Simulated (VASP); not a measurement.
An input for Ansatz (written as the equivalent of a VASP run, and not itself run):

Ansatz 0.2 input:
```yaml
crystal:
  lattice:
    - [0.0000000, 2.7543958, 2.7543958]
    - [2.7543958, 0.0000000, 2.7543958]
    - [2.7543958, 2.7543958, 0.0000000]
  atoms:
    - { symbol: Ca, position: [0.0000000, 0.0000000, 0.0000000] }
    - { symbol: S, position: [0.5000000, 0.5000000, 0.5000000] }
kpoints:
  mp_grid: { grid: [8, 8, 8] }
hamiltonian:
  xc: pbesol
  pseudopotentials: { kind: paw }
scf:
  occupations: { method: gaussian, width: 0.05 }
  max_iter: 100
relax:
  max_steps: 40
  f_tol: 0.02
  cell: { p_target: 10 }
output: { forces: true, stress: true, eigenvalues: true }
```

### Question
Translate this input to VASP (INCAR, KPOINTS, POSCAR, choice of POTCAR).

### Answer
One answer among several that fit: 
INCAR:
```
EDIFFG = -0.02
LREAL = .FALSE.
LCHARG = .FALSE.
NSW = 40   ! most ionic steps
PSTRESS = 100
PREC = Accurate
EDIFF = 1E-6   ! SCF stop (eV)
SIGMA = 0.05   ! width (eV)
IBRION = 2   ! conjugate gradients
ENCUT = 500
ALGO = Normal   ! blocked Davidson
ISIF = 3   ! ions, shape and volume
ISMEAR = 0   ! Gaussian
SYSTEM = CaS
GGA = PS   ! PBEsol
LWAVE = .FALSE.
NELM = 100
LASPH = .TRUE.
```

POSCAR:
```
CaS
1
    0.0000000000     2.7543958197     2.7543958197
    2.7543958197     0.0000000000     2.7543958197
    2.7543958197     2.7543958197     0.0000000000
Ca S
1 1
Direct
  0.0000000000   0.0000000000   0.0000000000
  0.5000000000   0.5000000000   0.5000000000
```

File KPOINTS:
```
Automatic mesh
0
Gamma
8 8 8
0 0 0
```

POTCAR, in this order: Ca_sv S (PBE.64 set). Program: vasp_std.

What does not carry over: each code has its own PAW files, so the cut-off isn't converted (ENCUT is set for VASP's; basis.ecutwfc is left out, and Ansatz then takes the one that its files recommend); Ansatz stops its SCF on the density residual and VASP on the energy change (EDIFF).

The compound is CaS in the rock salt structure. This run relaxes it under an external pressure of 10 GPa. Symmetry was kept, so distortions that lower it aren't found.
